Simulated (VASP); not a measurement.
These are optB88-vdW, VASP's PBE PAW potentials (set 64) (plane waves; VASP 6.6.1) values and carry that method's errors.

Input for VASP

**POSCAR**
```
SrO
1
    0.0000000000     2.5602252582     2.5602252582
    2.5602252582     0.0000000000     2.5602252582
    2.5602252582     2.5602252582     0.0000000000
Sr O
1 1
Direct
  0.0000000000   0.0000000000   0.0000000000
  0.5000000000   0.5000000000   0.5000000000
```

**KPOINTS**
```
Automatic mesh
0
Gamma
9 9 9
0 0 0
```

**INCAR**
```
AGGAC=0.0
ALGO=Normal
EDIFF=1E-7
ENCUT=520
GGA=BO
ISIF=2
ISMEAR=0
LASPH=T
LCHARG=F
LMAXMIX=4
LREAL=F
LUSE_VDW=T
LWAVE=F
NELM=100
PARAM1=0.1833333333
PARAM2=0.22
PREC=Accurate
SIGMA=0.05
SYSTEM=SrO
```

POTCAR, in this order: Sr_sv O (PBE.64 set). Program: vasp_std.

Q: What does the run give for the energy per atom (σ→0), pressure?

A: 
```yaml
energy per atom (σ→0): -4.272 eV/atom
pressure: 3.01 GPa
```

### OSZICAR
```
...
DAV:   9    -0.854239999089E+01    0.51900E-03   -0.12105E-02  1128   0.964E-01    0.231E-01
DAV:  10    -0.854302275139E+01   -0.62276E-03   -0.12546E-03   908   0.352E-01    0.550E-02
DAV:  11    -0.854307147614E+01   -0.48725E-04   -0.20821E-04  1028   0.121E-01    0.334E-02
DAV:  12    -0.854307467980E+01   -0.32037E-05   -0.28624E-05   924   0.560E-02    0.728E-03
DAV:  13    -0.854307487199E+01   -0.19219E-06   -0.31287E-06  1004   0.187E-02    0.107E-02
DAV:  14    -0.854307411387E+01    0.75811E-06   -0.14533E-06   972   0.124E-02    0.188E-03
DAV:  15    -0.854307416251E+01   -0.48633E-07   -0.11924E-07   708   0.336E-03
   1 F= -.85430742E+01 E0= -.85430742E+01  d E =-.170173E-13
```

The compound is SrO in the rock salt structure. This cell is one point of a volume scan, at 0.97 of the reference volume.
